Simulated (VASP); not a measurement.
A snapshot from molecular dynamics of V, step 11; the first frame, the perfect lattice, has an electronic free energy F (no ionic kinetic energy) of -9.089 eV/atom. The Γ point alone samples so small a cell crudely.

Here is the system:

```
V
1.0
   -4.54500     4.54500     4.54500
    4.54500    -4.54500     4.54500
    4.54500     4.54500    -4.54500
V
27
Cartesian
  4.51292  -4.48312   4.56649
  6.03812  -3.02994   3.03392
  3.01670   3.03409  -2.98089
  6.02980   2.99269  -2.93649
 -1.48814   4.47519   4.54099
 -0.00657   6.02669   3.05514
  3.02947  -2.98455   3.00382
  4.60694  -1.46531   1.53063
  1.51353   4.54604   4.50251
  3.00826   6.01293  -3.00611
  0.09535   3.03939  -0.02546
  1.49072   4.50148  -1.48518
  4.51835   4.51684  -1.51395
  1.49102   1.55393   1.50151
  2.94858   3.10250  -0.07531
  1.57056  -1.55645   4.55571
  3.06857  -0.05761   3.07790
  4.64630   1.51853   1.44486
  1.52666  -1.50849   7.55786
  2.99813  -0.02804   6.07322
  0.05913   5.99075   0.03250
 -1.54717   1.55509   4.48678
 -0.04685   3.04767   2.95582
  1.44765   4.56140   1.51895
 -0.01021   0.07228   6.07352
  1.49248   1.49961   4.56727
  3.07469   3.06138   3.02900
```

Level of theory: PBE GGA, VASP's PBE PAW potentials (set 64) (plane waves; VASP 6.6.1). Run with PREC = Normal, LREAL = Auto, ISYM = 0, EDIFF = 1E-5, 300 eV cut-off, 1×1×1 Γ-centred mesh, Fermi-Dirac smearing of 0.026 eV, potentials V_sv.

**Question.** Give F per atom of this frame and the forces (eV/Å).

**Answer.** -9.083 eV/atom.
```csv
atom,Fx,Fy,Fz
V1,-0.10,0.07,-0.01
V2,0.31,0.69,-0.16
V3,-0.27,-0.16,0.15
V4,0.16,-0.15,-0.73
V5,0.02,0.89,-0.44
V6,-0.45,0.15,-0.16
V7,0.36,-0.17,0.71
V8,-0.22,-0.73,0.17
V9,0.29,0.35,0.61
V10,0.16,0.36,-0.53
V11,-1.26,-0.28,0.28
V12,0.76,0.31,-0.64
V13,-0.76,0.03,0.11
V14,-0.15,0.03,-0.61
V15,0.52,-0.66,0.26
V16,-0.11,-0.12,0.16
V17,0.49,-0.11,0.05
V18,-0.33,-0.33,0.21
V19,0.33,-0.21,-0.21
V20,0.68,0.03,-0.03
V21,-0.55,0.13,0.31
V22,0.07,-0.62,0.53
V23,-0.17,0.00,0.30
V24,0.49,0.07,-0.44
V25,-0.01,-0.15,-0.40
V26,0.11,0.28,0.56
V27,-0.37,0.30,-0.05
```

The cell is a supercell, built from V (bcc). Its lattice is the typed one, not relaxed at this level. The run is not spin-polarised, so no magnetic state was tried.
